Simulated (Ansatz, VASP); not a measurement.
## Cross-check of TiSeS between VASP and Ansatz

Aim: how closely do two programs agree when they are given the same cell, functional and k mesh? Of the first pair: The structure shown is the start of the Ansatz relaxation below; VASP solves that cell, so the two are compared at the walk's first step.

Program: Ansatz 0.2.0. Level of theory: plane waves, with VASP 6.6.1 beside it; single point at PBEsol. Results are calculated unless marked as measured.

### 1. Set-up

The cell holds 3 atoms: 1 Ti, 1 S and 1 Se. Its edges and angles: a = 3.405 Å, b = 3.405 Å, c = 30.000 Å, α = 90.0°, β = 90.0°, γ = 120.0°. Vacuum lies along c.

### 2. Ansatz: relaxation, PBEsol

Ansatz runs on its default PAW (the set named soft_2) files.

The two programs are compared at the cell with which this relaxation starts, whose forces are those of its first step.

input.yaml reads:

```yaml
crystal:
  lattice:
    - [3.4051179604, 0.0, 0.0]
    - [-1.7025589802, 2.9489186566, 0.0]
    - [0.0, 0.0, 30.0]
  atoms:
    - { symbol: Ti, position: [0.0, 0.0, 0.33531741] }
    - { symbol: S, position: [0.3333333333, 0.6666666667, 0.3802835032] }
    - { symbol: Se, position: [0.6666666667, 0.3333333333, 0.2810657535] }
  periodic: [true, true, false]
kpoints:
  mp_grid: { grid: [15, 15, 1] }
hamiltonian:
  xc: pbesol
scf:
  occupations: { method: gaussian, width: 0.1 }
output:
  forces: true
  stress: true
  eigenvalues: true
  write_density: true
  write_potential: true
  elf: true
  volumetric_format: npy
relax:
  adjacent_minimum: "off"
  f_tol: 0.005
  max_steps: 80
  cell: { stress_2d_tol: 0.02 }
```

Started as:

```sh
> ansatz run input.yaml --threads 8 --pin off --max-ram 14336MiB --backend cpu --events-out ev --progress --plain --runs-dir out
```

Numbers of over 12 decimals in the logs are rounded to 6 here.

Output:

```text
Engine: ansatz 0.2.0, aarch64-unknown-linux-gnu
Pseudopotentials: kind: paw
Pseudopotential: Ti, paw, valence charge 12, recommended cutoff 420 eV (normal), Ti.paw.azcp
Pseudopotential: S, paw, valence charge 6, recommended cutoff 420 eV (normal), S.paw.azcp
Pseudopotential: Se, paw, valence charge 16, recommended cutoff 420 eV (normal), Se.paw.azcp
Functional definition: PBEsol
  exchange = pbesol_x
  correlation = pbesol_c
Crystal: 3 atoms, lattice volume = 301.242 Å³
Basis set: ecut = 420 eV, 5909 PW (Γ), exchange–correlation on 48×48×432 points (8 copies of the dense FFT grid, shifted against one another)
Bands: 21, of which v1, the nominal top of the filled ones, is band 17 counted from 1 (16 counted from 0)
Symmetry: 6 space group operations
Space group: P3m1 (ITA 156), of the structure as read, at distance tolerance 6.7e-5 Å
k-points: 27 of 225 (time reversal used)
Non-local potential: Ti, projectors of the file, l = 0: 3, l = 1: 2, l = 2: 3, l = 3: 1
Non-local potential: S, projectors of the file, l = 0: 2, l = 1: 2, l = 2: 2
Non-local potential: Se, projectors of the file, l = 0: 2, l = 1: 2, l = 2: 3, l = 3: 1
PAW form: soft (Blöchl's): semilocal exchange-correlation on the pseudo side does not see the compensation charge
PAW frozen core: Ti, regenerated for the run's functional, and the local potential with it (the file was generated under x = pbe(κ = 0.804, μ = 0.219515), c = pbe(β = 0.066725))
PAW frozen core: S, regenerated for the run's functional, and the local potential with it (the file was generated under x = pbe(κ = 0.804, μ = 0.219515), c = pbe(β = 0.066725))
PAW frozen core: Se, regenerated for the run's functional, and the local potential with it (the file was generated under x = pbe(κ = 0.804, μ = 0.219515), c = pbe(β = 0.066725))
PAW one-centre angular grid: Ti, 590 points (default); XC on 64 Gauss nodes
PAW one-centre angular grid: S, 110 points (default); XC on 64 Gauss nodes
PAW one-centre angular grid: Se, 590 points (default); XC on 64 Gauss nodes
Initial density: superposition of atomic densities (neutral atoms: chi_scale 0, normalization atom), corrected by the library's trained network
Initial wavefunctions: pseudopotential atomic-orbital guess
Functional: x = pbesol(κ = 0.804, μ = 0.123457), c = pbesol(β = 0.046)
SCF iter   1: F=—  HF=-8786.715135 eV  |F-HF|=—  |Δ(HF+E_count)|=         —  Δρ=3.08e-3  dr2=2.29e-1  ethr=1.77e-3  ⟨swp⟩=10.9  Hψ=3805  notcnv=0
preconditioner: auto → LDOS  [metal: Δε(μ)=0.024 eV  Ē_g=7.024 eV  σ=0.100 eV  W_gap=0.13  n_scr=18 (ndim 8)  ℏωp=8.6 eV  f_vac=0.774  D(μ)=0.91/eV (n_scr^D=6)  β→1.0]
SCF iter   2: F=—  HF=-8786.721358 eV  |F-HF|=—  |Δ(HF+E_count)|=   6.22e-3  Δρ=3.37e-3  dr2=3.36e-1  ethr=6.73e-4  ⟨swp⟩=3.1  Hψ=1096  notcnv=0
SCF iter   3: F=—  HF=-8786.695243 eV  |F-HF|=—  |Δ(HF+E_count)|=   2.61e-2  Δρ=8.52e-4  dr2=6.70e-3  ethr=6.73e-4  ⟨swp⟩=2.6  Hψ=793  notcnv=0
SCF iter   4: F=—  HF=-8786.694370 eV  |F-HF|=—  |Δ(HF+E_count)|=   8.73e-4  Δρ=1.78e-4  dr2=5.84e-5  ethr=1.97e-5  ⟨swp⟩=2.8  Hψ=969  notcnv=0
SCF iter   5: F=—  HF=-8786.694495 eV  |F-HF|=—  |Δ(HF+E_count)|=   1.25e-4  Δρ=4.92e-5  dr2=8.63e-6  ethr=1.72e-7  ⟨swp⟩=3.1  Hψ=1232  notcnv=0
SCF iter   6: F=—  HF=-8786.694500 eV  |F-HF|=—  |Δ(HF+E_count)|=   4.58e-6  Δρ=1.49e-5  dr2=6.15e-7  ethr=2.54e-8  ⟨swp⟩=3.0  Hψ=1226  notcnv=0
SCF iter   7: F=-8786.694501 eV  HF=-8786.694501 eV  |F-HF|=9.29e-8  |Δ(HF+E_count)|=   1.42e-6  Δρ=4.57e-6  dr2=8.97e-8  ethr=2.94e-10  ⟨swp⟩=18.7  Hψ=5848  notcnv=0
SCF 1 converged in 7 iterations: F = -8786.694501 eV  dr2 = 8.97e-8
  greatest PAW one-centre occupation: 1.000 electrons in one spin orbital (limit 2), on the Se atom at site 2 (counted from 0), in its partial waves of l = 2
relax step   1: F+E_penalty+E_count = -8786.69450144 eV  Δ(F+E_penalty+E_count) = +0.000e0 eV  max|allowed force component| = 1.770e-2 eV/Å  Δτ_max = 0.0000 Å  P = +0.053 N/m  Ω = 301.242 Å³  fix = [c, alpha, beta]  reactions: c +0.000 N/m  (7 SCF iters, dr2 threshold 1.00e-7 eV, accepted)
[...]
relax step   2: F+E_penalty+E_count = -8786.69457481 eV  Δ(F+E_penalty+E_count) = -7.337e-5 eV  max|allowed force component| = 1.546e-2 eV/Å  Δτ_max = 0.0043 Å  P = +0.041 N/m  Ω = 301.870 Å³  energy of the carried Pulay correction = -1.024e-5 eV  fix = [c, alpha, beta]  reactions: c +0.000 N/m  (6 SCF iters, dr2 threshold 1.96e-8 eV, accepted)
[...]
relax step   3: F+E_penalty+E_count = -8786.69458787 eV  Δ(F+E_penalty+E_count) = -1.306e-5 eV  max|allowed force component| = 3.626e-3 eV/Å  Δτ_max = 0.0009 Å  P = +0.016 N/m  Ω = 301.889 Å³  energy of the carried Pulay correction = -1.055e-5 eV  fix = [c, alpha, beta]  reactions: c +0.000 N/m  (4 SCF iters, dr2 threshold 1.49e-8 eV, accepted)
[...]
relax step   4: F+E_penalty+E_count = -8786.69459752 eV  Δ(F+E_penalty+E_count) = -9.641e-6 eV  max|allowed force component| = 3.611e-3 eV/Å  Δτ_max = 0.0000 Å  P = +0.016 N/m  Ω = 301.889 Å³  fix = [c, alpha, beta]  reactions: c +0.000 N/m  stress off target by 1.59e-2 N/m on what of the cell is left free  SCF on the basis re-selected at this cell (its energy is not comparable with the rows above)  (7 SCF iters)
basis re-selected at this cell: Δ(F+E_penalty+E_count) = -9.641e-6 eV, ΔP = -0.000 N/m vs the last step (what re-selecting the basis moved, of the pressure what is left beyond the Pulay correction that the steps carried, after the strain that the cell walked since its last selection, with what the two solves' SCF thresholds leave and, on support functions, any second-order correction that the steps lacked; it is no m [...]
SCF converged after 7 iterations
Free energy (F): -8786.694598 eV
Harris-Foulkes:  -8786.694598 eV  (|F-HF|=7.29e-10)
Internal energy: -8786.690048 eV  (E = F + TS)
E sigma→0 (E₀):  -8786.692323 eV
Entropy (-TS):   -0.004550 eV (-1.517 meV/atom)
Fermi energy:    -5.444611 eV
--- Per-component energies (eV) ---
  E_band       = -1058.707014
  E_kinetic    = 498.175579
  E_local      = -66658.099936  (includes V_loc(G=0)·N_el)
  E_nonlocal   = -556.531304
  E_hartree    = 32960.873776
  E_xc         = -297.159718
  E_vxc        = -308.219782  (∫ρ·V_xc dr)
  E_paw        = -3473.368881  (= ΣΔE_a)
  E_vpaw       = 44.221318  (= ΣTr[D̂ρ^β])
  E_aug_tail   = -0.000459  (compensation charges beyond the density's cutoff)
  E_ewald      = 28738.211111
  E_core_change = 1.209784  (= ΣΔE_core)
  E_smearing   = -0.004550  (= −TS)
  E_closure    = -0.000000  (closes the sum)
  Σ components = -8786.694598   (vs F -8786.694598, Δ=0.00e0)
--- Forces (eV/Å), atoms counted from 1 ---
  atom   1  Ti    -0.00000000     0.00000000     0.00252833
  atom   2  S      0.00000000     0.00000000     0.00108265
  atom   3  Se    -0.00000000    -0.00000000    -0.00361065
  max |Σ_I F_I| component: 3.37e-7 eV/Å
--- 2D stress c σ (N/m, compression-positive) ---
        0.015884      -0.000000      -0.000000
       -0.000000       0.015884      -0.000000
       -0.000000      -0.000000       0.000000
  P = ½ c Tr σ = 0.0159 N/m
--- Band table (eV; the first three rows and the last of 27) ---
  k-point 0: bands = [... 13 lower, -8.1093, -7.1111, -4.9806, -4.9806, -4.9345, -4.9345, -4.4503, -1.7000]
  k-point 1: bands = [... 13 lower, -8.0953, -6.9459, -5.6216, -5.4052, -4.7833, -4.5266, -4.2512, -1.9618]
  k-point 2: bands = [... 13 lower, -8.0616, -6.7743, -6.4763, -5.8158, -4.8438, -4.1732, -4.0167, -2.4060]
  k-point 26: bands = [... 13 lower, -9.6088, -8.3110, -7.9623, -7.8267, -4.2318, -3.9421, -3.8445, -2.3709]
--- Relaxed structure (3 steps of the walk, 3 accepted, 1 SCFs on fresh bases) ---
  F+E_penalty+E_count = -8786.69459752 eV   max|allowed force component| = 3.611e-3 eV/Å   (the final SCF, on the basis selected at the relaxed cell)
  cell:  # Å, volume = 301.8892 Å³
    - [3.408771, 0.0, 0]
    - [-1.704386, 2.952082, 0]
    - [0, 0, 30.0]
  atoms:
    - { symbol: Ti, position: [0, 0, 0.335316] }
    - { symbol: S, position: [0.333333, 0.666667, 0.380170] }
    - { symbol: Se, position: [0.666667, 0.333333, 0.281181] }
```

Reading the cycles: dr2 is the Hartree energy of the density residual (eV), the measure of convergence; HF is the Harris–Foulkes estimate of the energy, which meets the free energy F at convergence.

### 3. VASP: single point, PBEsol, start cell, pair 1

The same cell, functional, mesh and smearing now go to VASP, with its own data sets.

Lines of VASP's logs that name or quote its potential files are left out, and so is its time.

INCAR reads:

```
SYSTEM = TiSeS
PREC = Accurate
ENCUT = 400
EDIFF = 1E-06
NELM = 120
ISMEAR = 0
SIGMA = 0.1
LREAL = .FALSE.
ALGO = Normal
GGA = PS
NBANDS = 18
LASPH = .TRUE.
LORBIT = 11
LWAVE = .FALSE.
LCHARG = .FALSE.
ISIF = 2
LDIPOL = .TRUE.
IDIPOL = 3
DIPOL = 0.5 0.5 0.332
LVHAR = .TRUE.
GGA_COMPAT = .FALSE.
NELMDL = -8
KPAR = 2
```

POSCAR reads:

```
TiSeS
1.0
    3.4051180000      0.0000000000      0.0000000000
   -1.7025590000      2.9489190000      0.0000000000
    0.0000000000      0.0000000000     30.0000000000
Ti S Se
1 1 1
Direct
    0.0000000000      0.0000000000      0.3353174000
    0.3333333333      0.6666666667      0.3802835000
    0.6666666667      0.3333333333      0.2810657667
```

KPOINTS reads:

```
Automatic mesh
0
Gamma
15 15 1
0 0 0
```

PAW data sets: Ti_sv, S and Se (PBE family, release 64).

Started as:

```sh
> mpirun -np 2 vasp_std
```

Output:

```text
[banner, memory and clock lines left out]
running    2 mpi-ranks, on    1 nodes
 distrk:  each k-point on    1 cores,    2 groups
 distr:  one band on    1 cores,    1 groups

 POSCAR found type information on POSCAR TiS Se
 POSCAR found :  3 types and       3 ions
|                                                                             |
|               ----> ADVICE to this user running VASP <----                  |
|                                                                             |
|     You enforced a specific xc type in the INCAR file but a different       |
|     [... a line on the potential file left out ...]
|     I HOPE YOU KNOW WHAT YOU ARE DOING!                                     |
|                                                                             |

 LDA part: xc-table for (Slater+PW92), standard interpolation
 POSCAR, INCAR and KPOINTS ok, starting setup
 FFT: planning ... GRIDC
 FFT: planning ... GRID_SOFT
 FFT: planning ... GRID
 WAVECAR not read
 entering main loop
       N       E                     dE             d eps       ncg     rms          rms(c)
DAV:   1     0.156726597404E+03    0.15673E+03   -0.97471E+03  1204   0.832E+02
DAV:   2     0.150637174373E+00   -0.15658E+03   -0.15317E+03  1324   0.228E+02
DAV:   3    -0.225194266215E+02   -0.22670E+02   -0.22541E+02  1724   0.804E+01
DAV:   4    -0.234503780771E+02   -0.93095E+00   -0.92912E+00  1332   0.157E+01
DAV:   5    -0.235140396427E+02   -0.63662E-01   -0.63648E-01  1544   0.335E+00
DAV:   6    -0.235146054839E+02   -0.56584E-03   -0.56582E-03  1354   0.405E-01
DAV:   7    -0.235146265385E+02   -0.21055E-04   -0.21054E-04  1526   0.641E-02
DAV:   8    -0.235146267070E+02   -0.16850E-06   -0.16850E-06  1352   0.681E-03    0.139E+01
DAV:   9    -0.214935576514E+02    0.20211E+01   -0.30808E+01  1178   0.450E+01    0.102E+01
DAV:  10    -0.207217863860E+02    0.77177E+00   -0.21109E+01  1286   0.334E+01    0.598E+00
DAV:  11    -0.203023087967E+02    0.41948E+00   -0.42366E+00  1070   0.162E+01    0.210E+00
DAV:  12    -0.202514158408E+02    0.50893E-01   -0.31045E-01  1104   0.438E+00    0.731E-01
DAV:  13    -0.202487102380E+02    0.27056E-02   -0.14892E-02  1270   0.913E-01    0.479E-01
DAV:  14    -0.202467752854E+02    0.19350E-02   -0.41414E-03  1178   0.459E-01    0.228E-01
[...]
DAV:  22    -0.202466342304E+02   -0.69105E-04   -0.61831E-06  1104   0.154E-02    0.492E-03
DAV:  23    -0.202466613649E+02   -0.27134E-04   -0.28138E-06  1070   0.124E-02    0.247E-03
DAV:  24    -0.202466762880E+02   -0.14923E-04   -0.64596E-07   936   0.459E-03    0.179E-03
DAV:  25    -0.202466871187E+02   -0.10831E-04   -0.28859E-07   866   0.199E-03    0.704E-04
DAV:  26    -0.202466934897E+02   -0.63710E-05   -0.18883E-07   854   0.154E-03    0.979E-04
DAV:  27    -0.202466976803E+02   -0.41906E-05   -0.19583E-07   868   0.255E-03    0.492E-04
DAV:  28    -0.202466991061E+02   -0.14258E-05   -0.34963E-08   782   0.100E-03    0.346E-04
DAV:  29    -0.202466998824E+02   -0.77629E-06   -0.25462E-08   676   0.769E-04
   1 F= -.20246700E+02 E0= -.20244468E+02  d E =-.446295E-02
```

OUTCAR, selected parts (step 3):

```text
ion  position               nearest neighbor table
   1  0.000  0.000  0.335-   2 2.38   2 2.38   2 2.38   3 2.55   3 2.55   3 2.55
   2  0.333  0.667  0.380-   1 2.38   1 2.38   1 2.38
   3  0.667  0.333  0.281-   1 2.55   1 2.55   1 2.55

  LATTYP: Found a hexagonal cell.
 ALAT       =     3.4051180000
 C/A-ratio  =     8.8102673681

 Subroutine GETGRP returns: Found  6 space group operations
 (whereof  6 operations were pure point group operations)

The static configuration has the point symmetry C_3v.

 Found     27 irreducible k-points:

   k-points           NKPTS =     27   k-points in BZ     NKDIM =     27   number of bands    NBANDS=     18

   dimension x,y,z NGX =    24 NGY =   24 NGZ =  196
   dimension x,y,z NGXF=    48 NGYF=   48 NGZF=  392

   ENCUT  =  400.0 eV  29.40 Ry    5.42 a.u.   5.55  5.55 48.92*2*pi/ulx,y,z

   NELECT =      24.0000    total number of electrons

 k-points in reciprocal lattice and weights: Automatic mesh
   0.00000000  0.00000000  0.00000000       0.004
   0.06666667 -0.00000000  0.00000000       0.027
   0.13333333 -0.00000000  0.00000000       0.027
   0.20000000  0.00000000  0.00000000       0.027
   0.26666667 -0.00000000  0.00000000       0.027
   0.33333333  0.00000000  0.00000000       0.027
   0.40000000  0.00000000  0.00000000       0.027
   0.46666667  0.00000000  0.00000000       0.027
   0.06666667  0.06666667  0.00000000       0.027
[...]
0.33333333  0.26666667  0.00000000       0.053
   0.33333333  0.33333333  0.00000000       0.009

 dipolmoment           0.000000      0.000000      0.002947 electrons x Angstroem

 average (electrostatic) potential at core
       1 -84.6560       2 -94.6635       3 -61.0583

 E-fermi :  -3.3116

 k-point     1 :       0.0000    0.0000    0.0000
  band No.  band energies     occupation
    ...
      6     -16.0615      2.00000
      7      -8.1307      2.00000
      8      -5.9536      2.00000
      9      -5.9536      2.00000
     10      -4.9852      2.00000
     11      -2.8396      0.00000
     12      -2.8396      0.00000
     13      -2.7837      0.00000
     14      -2.7837      0.00000
     15      -2.3256      0.00000
    ...

 k-point     2 :       0.0667   -0.0000    0.0000
  band No.  band energies     occupation
    ...
      7      -8.0682      2.00000
      8      -6.1716      2.00000
      9      -5.9398      2.00000
     10      -4.8179      2.00000
     11      -3.4754      1.97947
     12      -3.2591      0.45821
     13      -2.6449      0.00000
     14      -2.3813      0.00000
     15      -2.1204      0.00000
     16       0.1716      0.00000
    ...

 k-point     3 :       0.1333   -0.0000    0.0000
  band No.  band energies     occupation
    ...
      8      -6.5849      2.00000
      9      -5.9067      2.00000
     10      -4.6445      2.00000
     11      -4.3333      2.00000
     12      -3.6693      2.00000
     13      -2.7082      0.00000
     14      -2.0296      0.00000
     15      -1.8850      0.00000
     16      -0.2732      0.00000
     17       0.2683      0.00000
    ...

  Total       -0.0002350     -0.0002350     -0.0600344      0.0000000      0.0000000      0.0000000
  in kB       -0.0012498     -0.0012498     -0.3192969      0.0000000      0.0000000      0.0000000
  external PRESSURE =      -0.1072655 kB  Pullay stress =       0.0000000 kB

  energy-cutoff  :      400.00
  volume of cell :      301.24
      direct lattice vectors                 reciprocal lattice vectors
     3.405118000  0.000000000  0.000000000     0.293675579  0.169553657  0.000000000
    -1.702559000  2.948919000  0.000000000     0.000000000  0.339107314  0.000000000
     0.000000000  0.000000000 30.000000000     0.000000000  0.000000000  0.033333333

 POSITION                                       TOTAL-FORCE (eV/Angst)
 -----------------------------------------------------------------------------------
      0.00000      0.00000     10.05952        -0.000000      0.000000      0.003348
     -0.00000      1.96595     11.40850         0.000000      0.000000      0.009582
      1.70256      0.98297      8.43197         0.000000     -0.000000     -0.012930
 -----------------------------------------------------------------------------------
    total drift:                               -0.000000     -0.000000      0.000378

  FREE ENERGIE OF THE ION-ELECTRON SYSTEM (eV)
  ---------------------------------------------------
  free  energy   TOTEN  =       -20.2466998824 eV

  energy  without entropy=      -20.2422369288  energy(sigma->0) =      -20.24446841

 vacuum level on the upper side and lower side of the slab         2.155         2.102

 total charge
# of ion       s       p       d       tot
------------------------------------------
    1        2.190   6.190   1.858  10.239
    2        1.347   2.377   0.000   3.724
    3        1.479   2.337   0.036   3.852
--------------------------------------------------
tot          5.016  10.904   1.895  17.815

[... 3 further parts left out ...]
```

This run has no spin polarisation, so a moment on Ti, if there is one, isn't seen.

### 4. Comparison

Known differences besides the potentials themselves: Ansatz cuts the interaction across the vacuum, VASP repeats the sheet with a dipole correction; the data sets hold 34 valence electrons in Ansatz (on its default PAW (the set named soft_2) files) and 24 in VASP; the cutoff is 420 eV in Ansatz and 400 eV in VASP; Ansatz makes its cores anew for this functional, VASP keeps those of its PBE data sets. Total energies have different zeros and are not compared.

At this near-relaxed geometry the largest component of a force difference is 31 meV/Å. With vacuum in the cell, a pressure given here is an average over mostly empty space and none of the material.

### 5. Ansatz: relaxation, PBEsol

This run makes the geometry at which the two programs are then compared.

The structure compared here is the end of the Ansatz relaxation.

input.yaml, the sections that differ from step 2:

```yaml
crystal:
  lattice:
    - [3.4087711606, 0.0, 0.0]
    - [-1.7043855803, 2.9520824208, 0.0]
    - [0.0, 0.0, 30.0]
  atoms:
    - { symbol: Ti, position: [0.0, 0.0, 0.3353158437] }
    - { symbol: S, position: [0.3333333333, 0.6666666667, 0.380169963] }
    - { symbol: Se, position: [0.6666666667, 0.3333333333, 0.28118086] }
  periodic: [true, true, false]
kpoints:
  mp_grid: { grid: [18, 18, 1] }
scf:
  occupations: { method: methfessel_paxton, width: 0.15 }
relax:
  adjacent_minimum: "off"
  f_tol: 0.001
  max_steps: 60
  cell: { stress_2d_tol: 0.002 }
# hamiltonian, output: as in step 2
```

Started as:

```sh
> ansatz run input.yaml --threads 8 --pin off --max-ram 14336MiB --backend cpu --events-out ev --progress --plain --runs-dir out
```

Output:

```text
[...]
Crystal: 3 atoms, lattice volume = 301.889 Å³
Basis set: ecut = 420 eV, 5909 PW (Γ), exchange–correlation on 48×48×432 points (8 copies of the dense FFT grid, shifted against one another)
Bands: 21, of which v1, the nominal top of the filled ones, is band 17 counted from 1 (16 counted from 0)
Symmetry: 6 space group operations
[...]
k-points: 37 of 324 (time reversal used)
[...]
k-point 36: bands = [... 13 lower, -9.6069, -8.3084, -7.9614, -7.8250, -4.2370, -3.9445, -3.8454, -2.3742]
--- Relaxed structure (3 steps of the walk, 3 accepted, 1 SCFs on fresh bases) ---
[...]
cell:  # Å, volume = 302.1155 Å³
    - [3.410048, 0.0, 0]
    - [-1.705024, 2.953188, 0]
    - [0, 0, 30.0]
  atoms:
    - { symbol: Ti, position: [0, 0, 0.335317] }
    - { symbol: S, position: [0.333333, 0.666667, 0.380141] }
    - { symbol: Se, position: [0.666667, 0.333333, 0.281208] }
[key lines of the parts left out:]
SCF converged after 8 iterations
Free energy (F): -8786.691865 eV
Fermi energy:    -5.422875 eV
P = ½ c Tr σ = 0.0014 N/m
```

(Continued in part 2 of 2.)

[Lines on the potential files, build, host, timing and source positions are cut from VASP's logs without a mark.]

[Logs are printed without paths, hosts, clocks, repeated set-up lines and the standing remarks that a program may print on its own settings, such as how far it seeks lower states.]

[Hosts, paths, dates, database ids (printed as entryN), source tags and the programs' standing remarks are cut or masked in the printed files.]
